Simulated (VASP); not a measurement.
A convergence study with VASP on TiC (rock salt): one setting is varied, all else stays as given below, so the limit is that of these other settings. Each run relaxes cell and ions from the cell shown. The basis is that of the starting cell, so low cut-offs carry a Pulay error.

```xyz
2
Lattice="0.0000 2.1650 2.1650 2.1650 0.0000 2.1650 2.1650 2.1650 0.0000" Properties=species:S:1:pos:R:3 pbc="T T T"
Ti     0.0000     0.0000     0.0000
C      2.1650     2.1650     2.1650
```

All values below come from PBE GGA, VASP's PBE PAW potentials (set 64) (plane waves; VASP). The tightest run used: 800 eV cut-off, 12×12×12 Γ-centred mesh, first-order Methfessel-Paxton smearing of 0.10 eV, potentials Ti_sv C.

```
setting      relaxed volume (Å³/atom)  E (eV/atom)  plane waves
-----------  ------------------------  -----------  -----------
ENCUT = 250                     9.522      -9.3876          190
ENCUT = 300                     9.879      -9.3623          259
ENCUT = 350                    10.027      -9.3508          311
```

Task: These are the cheaper rows. Estimate the results at ENCUT = 800, and how far the last row shown lies from them.

Result: 
```tsv
quantity	tightest run	last row shown is off by
relaxed volume (Å³/atom)	10.174	-0.148
E (eV/atom)	-9.3572	0.0063
```

Left out are rungs that failed or repeat a setting and relaxations that didn't move; long series are thinned to 24 rows.

The compound is TiC in the rock salt structure.
